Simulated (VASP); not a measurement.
For cubic NaH (rock salt), PBE GGA, VASP's PBE PAW potentials (set 64) (VASP) gives ε∞ = 3.12, a static ε₀ = 9.56 and a transverse optical mode at 516 cm⁻¹.

Q: Estimate the longitudinal optical frequency at Γ.

A: By the Lyddane-Sachs-Teller relation, ω_LO = ω_TO √(ε₀/ε∞) = 516 × √(9.56/3.12) = 903 cm⁻¹.

The compound is NaH in the rock salt structure. It was relaxed first.
